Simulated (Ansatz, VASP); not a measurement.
## Cross-check of SiO2 (Cristobalite) between VASP and Ansatz

Wanted: the spread between two codes on one cell, functional and k mesh. The cell is taken from a series of runs on this material, whose earlier steps may have relaxed, scaled, displaced or heated it; both programs get it as it stands.

Calculated with Ansatz 0.2.0; plane waves, with VASP 6.6.1 beside it; zone-centre phonons at LDA.

### 1. Set-up

Symmetry: P4_12_12, No. 92, tetragonal system. The conventional cell has a = 4.973 Å, b = 4.973 Å, c = 6.924 Å, α = 90.00°, β = 90.00°, γ = 90.00°. O has 2 Si at 1.61 Å nearest. Si has 4 O at 1.61 Å nearest. Farther neighbours and most contacts between anions are not listed.

Structure file:

```cif
data_structure
_symmetry_space_group_name_H-M 'P4_12_12'
_symmetry_Int_Tables_number 92
_cell_length_a 4.9725
_cell_length_b 4.9725
_cell_length_c 6.9240
_cell_angle_alpha 90.000
_cell_angle_beta 90.000
_cell_angle_gamma 90.000
_cell_volume 171.20
loop_
_atom_site_label
_atom_site_type_symbol
_atom_site_symmetry_multiplicity
_atom_site_Wyckoff_symbol
_atom_site_fract_x
_atom_site_fract_y
_atom_site_fract_z
_atom_site_occupancy
O1 O 8 b 0.23856 0.10720 0.18038 1
Si1 Si 4 a 0.30126 0.30126 0.00000 1
```

### 2. VASP: zone-centre phonons, LDA

Second derivatives magnify differences that forces hide, and they need a tight electronic threshold.

Lines of VASP's logs that name or quote its potential files are left out, and so is its time.

Input file INCAR:

```
SYSTEM = SiO2
PREC = Accurate
ENCUT = 600
EDIFF = 1E-08
NELM = 120
ISMEAR = 0
SIGMA = 0.01
LREAL = .FALSE.
ALGO = Normal
GGA = PW92
NBANDS = 44
LORBIT = 11
LWAVE = .FALSE.
LCHARG = .FALSE.
ISIF = 2
IBRION = 8
LEPSILON = .TRUE.
LASPH = .TRUE.
GGA_COMPAT = .FALSE.
EFERMI = MIDGAP
KPAR = 2
```

Input file POSCAR:

```
SiO2
1.0
    4.9725209781      0.0000000000      0.0000000000
    0.0000000000      4.9725209781      0.0000000000
    0.0000000000      0.0000000000      6.9240139790
O Si
8 4
Direct
    0.2385612819      0.1072006361      0.1803753291
    0.3927993639      0.7385612819      0.4303753291
    0.7614387181      0.8927993639      0.6803753291
    0.6072006361      0.2614387181      0.9303753291
    0.7385612819      0.3927993639      0.5696246709
    0.8927993639      0.7614387181      0.3196246709
    0.2614387181      0.6072006361      0.0696246709
    0.1072006361      0.2385612819      0.8196246709
    0.3012570110      0.3012570110      0.0000000000
    0.1987429890      0.8012570110      0.2500000000
    0.6987429890      0.6987429890      0.5000000000
    0.8012570110      0.1987429890      0.7500000000
```

Input file KPOINTS:

```
Automatic mesh
0
Gamma
4 4 4
0 0 0
```

Potentials, in the order of the species: O and Si (LDA family, release 64).

The run is started by

```bash
> mpirun -np 2 vasp_std
```

Numbers of over 12 decimals in the logs are rounded to 6 here.

The log of the run:

```text
[banner, memory and clock lines left out]
running    2 mpi-ranks, on    1 nodes
 distrk:  each k-point on    1 cores,    2 groups
 distr:  one band on    1 cores,    1 groups

 POSCAR found type information on POSCAR O Si
 POSCAR found :  2 types and      12 ions
|                                                                             |
|               ----> ADVICE to this user running VASP <----                  |
|                                                                             |
|     You enforced a specific xc type in the INCAR file but a different       |
|     [... a line on the potential file left out ...]
|     I HOPE YOU KNOW WHAT YOU ARE DOING!                                     |
|                                                                             |

 LDA part: xc-table for (Slater(with rela. corr.)+PW92), standard interpolation
 POSCAR, INCAR and KPOINTS ok, starting setup
 FFT: planning ... GRIDC
 FFT: planning ... GRID_SOFT
 FFT: planning ... GRID
 WAVECAR not read
 entering main loop
       N       E                     dE             d eps       ncg     rms          rms(c)
DAV:   1     0.421401814950E+03    0.42140E+03   -0.35482E+04  1584   0.149E+03
DAV:   2    -0.846431059002E+02   -0.50604E+03   -0.48983E+03  2024   0.322E+02
DAV:   3    -0.117138521350E+03   -0.32495E+02   -0.32350E+02  1952   0.870E+01
DAV:   4    -0.117570878655E+03   -0.43236E+00   -0.43159E+00  1976   0.110E+01
DAV:   5    -0.117578581476E+03   -0.77028E-02   -0.76984E-02  1920   0.144E+00    0.303E+01
DAV:   6    -0.104274824002E+03    0.13304E+02   -0.51572E+01  1852   0.328E+01    0.150E+01
DAV:   7    -0.104047199487E+03    0.22762E+00   -0.13934E+00  1844   0.504E+00    0.523E+00
DAV:   8    -0.103925131911E+03    0.12207E+00   -0.76772E-02  1964   0.166E+00    0.201E+00
DAV:   9    -0.103904665639E+03    0.20466E-01   -0.30338E-02  1984   0.106E+00    0.310E-01
DAV:  10    -0.103905765509E+03   -0.10999E-02   -0.35342E-03  1864   0.288E-01    0.115E-01
DAV:  11    -0.103905700999E+03    0.64511E-04   -0.95559E-04  1920   0.160E-01    0.176E-02
DAV:  12    -0.103905705138E+03   -0.41391E-05   -0.23474E-05  1836   0.235E-02    0.105E-02
DAV:  13    -0.103905706450E+03   -0.13121E-05   -0.85994E-06  1864   0.134E-02    0.448E-03
DAV:  14    -0.103905706681E+03   -0.23066E-06   -0.22907E-07  1924   0.247E-03    0.850E-04
DAV:  15    -0.103905706697E+03   -0.16460E-07   -0.15082E-08  1296   0.610E-04    0.477E-04
DAV:  16    -0.103905706696E+03    0.14043E-08   -0.51669E-09  1288   0.390E-04
   1 F= -.10390571E+03 E0= -.10390571E+03  d E =0.000000E+00
 Linear response reoptimize wavefunctions to high precision
DAV:   1    -0.103905706696E+03    0.32742E-10   -0.44917E-09  1060   0.332E-04
DAV:   2    -0.103905706696E+03   -0.10732E-09   -0.48905E-10  1028   0.110E-04
DAV:   3    -0.103905706696E+03   -0.40018E-10   -0.91657E-11  1008   0.448E-05
 Linear response G [H, r] |phi>, progress :
  Direction:   1
       N       E                     dE             d eps       ncg     rms
RMM:   1    -0.242572688819E+03   -0.24257E+03    0.23171E+02  3650   0.961E+01
RMM:   2    -0.226194444379E+03    0.16378E+02   -0.15055E+01  2748   0.187E+01
RMM:   3    -0.226326814696E+03   -0.13237E+00   -0.30168E-01  2861   0.237E+00
RMM:   4    -0.226332171056E+03   -0.53564E-02   -0.83766E-03  2987   0.387E-01
RMM:   5    -0.226332303252E+03   -0.13220E-03   -0.36875E-04  3003   0.707E-02
RMM:   6    -0.226332310699E+03   -0.74470E-05   -0.32725E-05  3029   0.140E-02
RMM:   7    -0.226332310386E+03    0.31307E-06   -0.15105E-05  3083   0.408E-03
RMM:   8    -0.226332310797E+03   -0.41089E-06   -0.21209E-05  3085   0.228E-03
RMM:   9    -0.226332310925E+03   -0.12879E-06   -0.16718E-05  2972   0.202E-03
RMM:  10    -0.226332310631E+03    0.29463E-06   -0.98352E-05  2903   0.199E-03
RMM:  11    -0.226332310401E+03    0.22944E-06   -0.19937E-05  2806   0.201E-03
RMM:  12    -0.226332310270E+03    0.13124E-06   -0.11446E-04  2804   0.202E-03
 Linear response G [H, r] |phi>, progress :
  Direction:   2
       N       E                     dE             d eps       ncg     rms
RMM:   1    -0.241067322777E+03   -0.24107E+03    0.24647E+02  3557   0.959E+01
RMM:   2    -0.232846931196E+03    0.82204E+01   -0.13181E+01  2747   0.181E+01
RMM:   3    -0.232967885096E+03   -0.12095E+00   -0.24668E-01  2842   0.220E+00
RMM:   4    -0.232972728940E+03   -0.48438E-02   -0.71120E-03  2968   0.366E-01
RMM:   5    -0.232972841875E+03   -0.11294E-03   -0.27926E-04  3001   0.651E-02
RMM:   6    -0.232972848396E+03   -0.65216E-05   -0.90591E-08  3032   0.128E-02
RMM:   7    -0.232972847923E+03    0.47382E-06    0.16835E-05  3081   0.365E-03
RMM:   8    -0.232972847861E+03    0.61172E-07    0.18024E-05  3082   0.205E-03
RMM:   9    -0.232972847746E+03    0.11500E-06   -0.98981E-06  2949   0.180E-03
[...]
RMM:   8    -0.646522169866E+00   -0.24347E-03   -0.14720E-05  2983   0.661E-03    0.232E-03
RMM:   9    -0.646544652239E+00   -0.22482E-04    0.59767E-06  3007   0.184E-03    0.103E-03
RMM:  10    -0.646537032555E+00    0.76197E-05    0.65409E-06  3005   0.584E-04    0.343E-04
RMM:  11    -0.646542589620E+00   -0.55571E-05    0.78562E-06  3016   0.471E-04    0.865E-05
RMM:  12    -0.646542708820E+00   -0.11920E-06    0.64596E-06  2595   0.162E-04    0.202E-05
[...]
RMM:  12    -0.370784502498E+00   -0.20521E-06   -0.64499E-08  6039   0.528E-05    0.544E-06
RMM:  13    -0.370784480671E+00    0.21827E-07   -0.36918E-08  6209   0.412E-05    0.215E-06
RMM:  14    -0.370784499908E+00   -0.19237E-07   -0.62445E-08  6036   0.404E-05    0.121E-06
RMM:  15    -0.370784487503E+00    0.12405E-07   -0.52502E-08  6084   0.394E-05    0.632E-07
RMM:  16    -0.370784487163E+00    0.33959E-09   -0.25228E-08  5976   0.388E-05    0.257E-07
 first order change of Fermi-energy  -0.12122E+00
 force on displaced ion       1 direction 2 :  -7.251 -42.775  23.164
 Born effective charge ion    1 direction 2 :  -0.155  -2.278   0.785
 Linear response progress:
  Degree of freedom:   3/  5
       N       E                     dE             d eps       ncg     rms          rms(c)
RMM:   1    -0.377539649315E+00   -0.37754E+00    0.34784E-01  6286   0.268E+00
RMM:   2    -0.368652586964E+00    0.88871E-02   -0.10404E-02  5338   0.443E-01    0.307E-01
RMM:   3    -0.369096706927E+00   -0.44412E-03   -0.23577E-03  5675   0.195E-01    0.165E-01
RMM:   4    -0.370722920366E+00   -0.16262E-02   -0.14000E-03  5564   0.145E-01    0.461E-02
RMM:   5    -0.370903707678E+00   -0.18079E-03   -0.84277E-05  5965   0.336E-02    0.194E-02
RMM:   6    -0.370751496852E+00    0.15221E-03   -0.38373E-05  5965   0.155E-02    0.330E-03
RMM:   7    -0.370783715372E+00   -0.32219E-04    0.60695E-06  6036   0.391E-03    0.164E-03
RMM:   8    -0.370772147551E+00    0.11568E-04    0.14869E-06  6015   0.155E-03    0.592E-04
RMM:   9    -0.370768282294E+00    0.38653E-05   -0.13528E-06  5967   0.579E-04    0.318E-04
RMM:  10    -0.370769826540E+00   -0.15442E-05    0.31408E-07  5966   0.327E-04    0.715E-05
RMM:  11    -0.370769884019E+00   -0.57479E-07    0.95042E-08  6030   0.991E-05    0.291E-05
RMM:  12    -0.370769979037E+00   -0.95019E-07    0.16760E-07  6038   0.601E-05    0.897E-06
RMM:  13    -0.370769934491E+00    0.44546E-07    0.77809E-08  6143   0.438E-05    0.346E-06
RMM:  14    -0.370769956730E+00   -0.22238E-07   -0.10040E-08  6093   0.414E-05    0.117E-06
RMM:  15    -0.370769944415E+00    0.12315E-07    0.19882E-09  6084   0.403E-05    0.602E-07
RMM:  16    -0.370769947587E+00   -0.31725E-08    0.68761E-08  5970   0.396E-05    0.230E-07
 first order change of Fermi-energy  -0.57233E-01
 force on displaced ion       1 direction 3 :   5.881  23.172 -26.500
 Born effective charge ion    1 direction 3 :   0.067   0.786  -1.639
 Linear response progress:
  Degree of freedom:   4/  5
       N       E                     dE             d eps       ncg     rms          rms(c)
RMM:   1    -0.491153717855E-01   -0.49115E-01   -0.28614E-02  9318   0.134E+00
RMM:   2    -0.259027337517E-01    0.23213E-01   -0.46098E-03  5578   0.397E-01    0.280E-01
RMM:   3    -0.253289645620E-01    0.57377E-03   -0.13548E-03  5857   0.124E-01    0.154E-01
RMM:   4    -0.249619740702E-01    0.36699E-03   -0.80801E-04  5980   0.788E-02    0.331E-02
RMM:   5    -0.248977887052E-01    0.64185E-04   -0.14682E-04  5969   0.194E-02    0.983E-03
RMM:   6    -0.248683237610E-01    0.29465E-04   -0.38510E-05  5906   0.114E-02    0.248E-03
RMM:   7    -0.248650496498E-01    0.32741E-05    0.16143E-05  5998   0.310E-03    0.132E-03
RMM:   8    -0.248692725874E-01   -0.42229E-05   -0.39621E-06  5916   0.139E-03    0.287E-04
RMM:   9    -0.248691574967E-01    0.11509E-06   -0.17223E-06  5979   0.312E-04    0.188E-04
RMM:  10    -0.248690834289E-01    0.74068E-07    0.82243E-07  5987   0.206E-04    0.486E-05
RMM:  11    -0.248692314172E-01   -0.14799E-06   -0.46124E-07  5984   0.671E-05    0.180E-05
RMM:  12    -0.248691674931E-01    0.63924E-07   -0.25842E-07  6056   0.295E-05    0.736E-06
RMM:  13    -0.248691527310E-01    0.14762E-07   -0.23930E-07  6192   0.186E-05    0.356E-06
RMM:  14    -0.248691651990E-01   -0.12468E-07   -0.40097E-07  6012   0.164E-05    0.885E-07
RMM:  15    -0.248691640207E-01    0.11782E-08   -0.40682E-07  5742   0.147E-05    0.469E-07
RMM:  16    -0.248691593911E-01    0.46296E-08   -0.37130E-07  5552   0.144E-05    0.270E-07
RMM:  17    -0.248691538748E-01    0.55163E-08   -0.30942E-07  5620   0.141E-05    0.100E-07
RMM:  18    -0.248691544297E-01   -0.55485E-09   -0.31529E-07  5645   0.140E-05    0.572E-08
 first order change of Fermi-energy   0.46733E-01
 force on displaced ion       9 direction 1 : -45.913   0.089   1.220
 Born effective charge ion    9 direction 1 :   3.327   0.022  -0.338
 Linear response progress:
  Degree of freedom:   5/  5
       N       E                     dE             d eps       ncg     rms          rms(c)
RMM:   1    -0.550654613703E-01   -0.55065E-01   -0.60310E-02  9400   0.138E+00
RMM:   2    -0.278272956799E-01    0.27238E-01   -0.48058E-03  5581   0.415E-01    0.292E-01
RMM:   3    -0.269072269875E-01    0.92007E-03   -0.11517E-03  5919   0.131E-01    0.164E-01
RMM:   4    -0.263999557142E-01    0.50727E-03   -0.16950E-03  6038   0.100E-01    0.337E-02
RMM:   5    -0.262825337989E-01    0.11742E-03   -0.43217E-04  6006   0.251E-02    0.137E-02
RMM:   6    -0.262255018539E-01    0.57032E-04   -0.93122E-05  5943   0.168E-02    0.409E-03
RMM:   7    -0.262226671700E-01    0.28347E-05   -0.19623E-05  6020   0.522E-03    0.248E-03
RMM:   8    -0.262258824301E-01   -0.32153E-05   -0.13619E-05  5981   0.266E-03    0.495E-04
RMM:   9    -0.262246991239E-01    0.11833E-05   -0.82811E-07  5991   0.516E-04    0.287E-04
RMM:  10    -0.262251897335E-01   -0.49061E-06   -0.13562E-06  5904   0.272E-04    0.651E-05
RMM:  11    -0.262250643195E-01    0.12541E-06    0.59138E-08  6089   0.731E-05    0.303E-05
RMM:  12    -0.262248894181E-01    0.17490E-06    0.84955E-07  6045   0.411E-05    0.139E-05
RMM:  13    -0.262248829154E-01    0.65027E-08    0.72960E-07  6052   0.226E-05    0.448E-06
RMM:  14    -0.262248733540E-01    0.95613E-08    0.72737E-07  6052   0.158E-05    0.143E-06
RMM:  15    -0.262248813717E-01   -0.80177E-08    0.70981E-07  6007   0.142E-05    0.848E-07
RMM:  16    -0.262248516418E-01    0.29730E-07    0.10157E-06  5615   0.135E-05    0.234E-07
RMM:  17    -0.262248593512E-01   -0.77094E-08    0.92151E-07  5531   0.131E-05    0.128E-07
RMM:  18    -0.262248597091E-01   -0.35783E-09    0.91707E-07  5557   0.130E-05    0.362E-08
 first order change of Fermi-energy   0.12765E-05
 force on displaced ion       9 direction 3 :   1.249  -1.254 -50.998
 Born effective charge ion    9 direction 3 :   0.179  -0.179   3.278
 Born effective charges drift removed
 Linear response finished
```

[end of part 1 of 3]

[Lines on the potential files, build, host, timing and source positions are cut from VASP's logs without a mark.]

[Logs are printed without paths, hosts, clocks, repeated set-up lines and the standing remarks that a program may print on its own settings, such as how far it seeks lower states.]

[Hosts, paths, dates, database ids (printed as entryN), source tags and the programs' standing remarks are cut or masked in the printed files.]
